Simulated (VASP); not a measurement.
# YHg (Pm-3m) in VASP: a series of runs, part 2 of 2

VASP 6.6.1.

### 3 Single point, LDA, collinear spin, zero start

File INCAR:

```
SYSTEM = YHg
ALGO = Normal
EDIFF = 1E-6
ENCUT = 520
ISIF = 2
ISMEAR = -1
ISPIN = 2
LASPH = .TRUE.
LCHARG = .TRUE.
LELF = .TRUE.
LMAXMIX = 4
LORBIT = 11
LREAL = .FALSE.
LVHAR = .TRUE.
LWAVE = .FALSE.
MAGMOM = 0 0
NBANDS = 22
NELM = 150
NUPDOWN = 0.0
PREC = Accurate
SIGMA = 0.08
```

File KPOINTS:

```
k-points
0
G
  9 9 9
  0 0 0
```

File POSCAR:

```
YHg
1.0
    3.6800000000      0.0000000000      0.0000000000
    0.0000000000      3.6800000000      0.0000000000
    0.0000000000      0.0000000000      3.6800000000
Y Hg
1 1
Direct
    0.5000000000      0.5000000000      0.5000000000
    0.0000000000      0.0000000000      0.0000000000
```

Potentials or basis: VASP PAW LDA potentials, release 64 (Y_sv, Hg).

Run with:

```bash
cat potpaw_LDA.64/Y_sv/POTCAR potpaw_LDA.64/Hg/POTCAR > POTCAR
mpirun -np 1 vasp_std > vasp.out
```

OUTCAR:

```text
SYSTEM = YHg
   EDIFF = 1E-6
   ENCUT = 520
   ISIF = 2
   ISMEAR = -1
   ISPIN = 2
   LASPH = .TRUE.
   LORBIT = 11
   LREAL = .FALSE.
   NELM = 150
   NUPDOWN = 0.0
   PREC = Accurate

 ion  position               nearest neighbor table
   1  0.500  0.500  0.500-   2 3.19   2 3.19   2 3.19   2 3.19   2 3.19   2 3.19   2 3.19   2 3.19

   2  0.000  0.000  0.000-   1 3.19   1 3.19   1 3.19   1 3.19   1 3.19   1 3.19   1 3.19   1 3.19

  LATTYP: Found a simple cubic cell.
 ALAT       =     3.6800000000

  Lattice vectors:

 A1 = (   3.6800000000,   0.0000000000,   0.0000000000)
 A2 = (   0.0000000000,   3.6800000000,   0.0000000000)
 A3 = (   0.0000000000,   0.0000000000,   3.6800000000)

Analysis of symmetry for initial positions (statically):
=====================================================================
 Subroutine PRICEL returns:
 Original cell was already a primitive cell.

 Routine SETGRP: Setting up the symmetry group for a
 simple cubic supercell.

 Subroutine GETGRP returns: Found 48 space group operations
 (whereof 48 operations were pure point group operations)
 out of a pool of 48 trial point group operations.

The static configuration has the point symmetry O_h .

Analysis of symmetry for dynamics (positions and initial velocities):
=====================================================================
 Subroutine PRICEL returns:
 Original cell was already a primitive cell.

 Routine SETGRP: Setting up the symmetry group for a
 simple cubic supercell.

 Subroutine GETGRP returns: Found 48 space group operations
 (whereof 48 operations were pure point group operations)
 out of a pool of 48 trial point group operations.

The dynamic configuration has the point symmetry O_h .

Analysis of structural, dynamic, and magnetic symmetry:
=====================================================================
 Subroutine PRICEL returns:
 Original cell was already a primitive cell.

 Routine SETGRP: Setting up the symmetry group for a
 simple cubic supercell.

 Subroutine GETGRP returns: Found 48 space group operations
 (whereof 48 operations were pure point group operations)
 out of a pool of 48 trial point group operations.

The overall configuration has the point symmetry O_h .

 Subroutine INISYM returns: Found 48 space group operations
 (whereof 48 operations are pure point group operations),
 and found     1 'primitive' translations

----------------------------------------------------------------------------------------

                                     Primitive cell

  volume of cell :      49.8360

  direct lattice vectors                    reciprocal lattice vectors
     3.680000000  0.000000000  0.000000000     0.271739130  0.000000000  0.000000000
     0.000000000  3.680000000  0.000000000     0.000000000  0.271739130  0.000000000
     0.000000000  0.000000000  3.680000000     0.000000000  0.000000000  0.271739130

  length of vectors
     3.680000000  3.680000000  3.680000000     0.271739130  0.271739130  0.271739130

  position of ions in fractional coordinates (direct lattice)
     0.500000000  0.500000000  0.500000000
[... 71 lines left out ...]
   ICHARG =      2    charge: 1-file 2-atom 10-const
   ISPIN  =      2    spin polarized calculation?
   LNONCOLLINEAR =      F non collinear calculations
   LSORBIT =      F    spin-orbit coupling
   LASPH  =      T    aspherical Exc in radial PAW
   ENCUT  =  520.0 eV  38.22 Ry    6.18 a.u.   6.84  6.84  6.84*2*pi/ulx,y,z
   NELM   =    150;   NELMIN=  2; NELMDL= -5     # of ELM steps
   EDIFF  = 0.1E-05   stopping-criterion for ELM
   LREAL  =      F    real-space projection
   EDIFFG = 0.1E-04   stopping-criterion for IOM
   NSW    =      0    number of steps for IOM
   IBRION =     -1    ionic relax: 0-MD 1-quasi-New 2-CG
   NFREE  =      0    steps in history (QN), initial steepest desc. (CG)
   ISIF   =      2    stress and relaxation
   ISYM   =      2    0-nonsym 1-usesym 2-fastsym
   POTIM  = 0.5000    time-step for ionic-motion
   TEBEG  =    0.0;   TEEND  =   0.0 temperature during run
   PSTRESS=    0.0 pullay stress
   NELECT =      23.0000    total number of electrons
   NUPDOWN=       0.0000    fix difference up-down
   EMIN   =  10.00;   EMAX   =-10.00  energy-range for DOS
   EFERMI =   0.00;   METHOD = LEGACY
   ISMEAR =    -1;   SIGMA  =   0.08  broadening in eV -4-tet -1-fermi 0-gaus
   EFERMI_NEDOS =   21; number of points for ismear=-14 and -15
   IALGO  =     38    algorithm
   IMIX   =      4    mixing-type and parameters
     AMIX     =   0.40;   BMIX     =  1.00
     AMIX_MAG =   1.60;   BMIX_MAG =  1.00
  volume/ion in A,a.u.               =      24.92       168.16
  Fermi-wavevector in a.u.,A,eV,Ry     =   1.265133  2.390755 21.776972  1.600562
  Thomas-Fermi vector in A             =   2.398402
   LORBIT       =     11    0 simple, 1 ext, 2 COOP (PROOUT), +10 PAW based schemes
   GGA     = CA    functional components
   LHFCALC =     F    Hartree Fock is set to
   AEXX    =    0.0000 exact exchange contribution
   IVDW    =     0    specifies the selected vdW correction
   LEPSILON=     F    determine dielectric tensor
   LRPA    =     F    only Hartree local field effects (RPA)
 spin polarized calculation
  energy-cutoff  :      520.00
  volume of cell :       49.84
 maximum number of plane-waves:      1357
 NGX is ok and might be reduce to    28
   NGX = 13   NGY = 13   NGZ = 13

 number of electron      23.0000002 magnetization       0.0000000

 number of electron      23.0000002 magnetization      -0.0000000

 Free energy of the ion-electron system (eV)
  ---------------------------------------------------
  ext. energy  EPLUGINS =         0.00000000
  ---------------------------------------------------
  free energy    TOTEN  =        -9.21012341 eV

  energy without entropy =       -9.16839578  energy(sigma->0) =       -9.18925959

 E-fermi :   3.8444     XC(G=0): -10.8744

 val. band max:        3.8389578564   @ k =   0.2222   0.2222   0.2222
 cond. band min:       3.8668723124   @ k =   0.4444   0.0000   0.0000
 fundamental gap:      0.0279144560
 Fermi energy:         3.8444027085

 spin component 1

 k-point     1 :       0.0000    0.0000    0.0000
  band No.  band energies     occupation
      1     -39.0598      1.00000
      2     -19.0637      1.00000
      3     -19.0637      1.00000
      4     -19.0637      1.00000
      5      -4.1504      1.00000
      6      -3.9261      1.00000
[... 589 lines left out ...]
     21      14.7240      0.00000
     22      16.9920      0.00000

 [... further k-points ...]

 spin component 2

 k-point     1 :       0.0000    0.0000    0.0000
  band No.  band energies     occupation
      1     -39.0599      1.00000
      2     -19.0637      1.00000
      3     -19.0637      1.00000
      4     -19.0637      1.00000
      5      -4.1504      1.00000
      6      -3.9261      1.00000
[... 589 lines left out ...]
     21      14.7241      0.00000
     22      16.9920      0.00000

 [... further k-points ...]

------------------------ aborting loop because EDIFF is reached ----------------------------------------

  FORCE on cell =-STRESS in cart. coord.  units (eV):
  Direction    XX          YY          ZZ          XY          YZ          ZX
  --------------------------------------------------------------------------------------
  -------------------------------------------------------------------------------------
  Total       -0.9791093     -0.9791093     -0.9791093      0.0000000      0.0000000     -0.0000000
  in kB      -31.4773601    -31.4773601    -31.4773601      0.0000000      0.0000000     -0.0000000
  external PRESSURE =     -31.4773601 kB  Pullay stress =       0.0000000 kB

 VOLUME and BASIS-vectors are now :
 -----------------------------------------------------------------------------
  energy-cutoff  :      520.00
  volume of cell :       49.84
      direct lattice vectors                 reciprocal lattice vectors
     3.680000000  0.000000000  0.000000000     0.271739130  0.000000000  0.000000000
     0.000000000  3.680000000  0.000000000     0.000000000  0.271739130  0.000000000
     0.000000000  0.000000000  3.680000000     0.000000000  0.000000000  0.271739130

 POSITION                                       TOTAL-FORCE (eV/Angst)
 -----------------------------------------------------------------------------------
      1.84000      1.84000      1.84000         0.000000      0.000000      0.000000
      0.00000      0.00000      0.00000         0.000000      0.000000      0.000000
 -----------------------------------------------------------------------------------
    total drift:                               -0.000000      0.000000      0.000000

  FREE ENERGIE OF THE ION-ELECTRON SYSTEM (eV)
  ---------------------------------------------------
  free  energy   TOTEN  =        -9.2101234058 eV

  energy  without entropy=       -9.1683957787  energy(sigma->0) =       -9.18925959

 total charge

# of ion       s       p       d       f       tot
--------------------------------------------------
    1        2.223   6.318   0.898   0.022   9.461
    2        0.895   0.503   9.213   0.000  10.610
--------------------------------------------------
tot          3.118   6.821  10.110   0.022  20.070

 magnetization (x)

# of ion       s       p       d       f       tot
--------------------------------------------------
    1       -0.000  -0.000   0.000   0.000  -0.000
    2        0.000  -0.000   0.000   0.000  -0.000
--------------------------------------------------
tot         -0.000  -0.000   0.000   0.000  -0.000
```

Run time: 38 s. Hardware: 1 thread of Intel Xeon Platinum 8488C (Sapphire Rapids), shared host; peak memory 0.2 GiB.

Results:

- Free energy: -9.2101 eV
- Pressure: -3.1 GPa
- Net moment: 0.00 μB per cell
- Valence electrons inside the program's atomic spheres: Y 9.46; Hg 10.61

Caveat: the total moment is fixed, so each spin has its own Fermi level.
